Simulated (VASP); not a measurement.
Shape and ions are relaxed at each volume.

Energy against volume of SnO (litharge). Computed with LDA (Ceperley-Alder, Perdew-Zunger), VASP's LDA PAW potentials (set 64) (plane waves; VASP).

| V (Å³/atom) | E (eV/atom) |
|---|---|
| 15.448 | -6.42190 |
| 15.941 | -6.42981 |
| 16.434 | -6.43283 |
| 16.927 | -6.43205 |
| 17.420 | -6.42827 |

Task: Fit a third-order Birch-Murnaghan equation of state.

Result: 
```yaml
volume_per_atom: 16.56 Å^3/atom
bulk_modulus: 390 kbar
pressure_derivative_of_the_bulk_modulus: 7.36
```

The compound is SnO in the litharge structure. It was relaxed first, which changed the volume by -5 %.
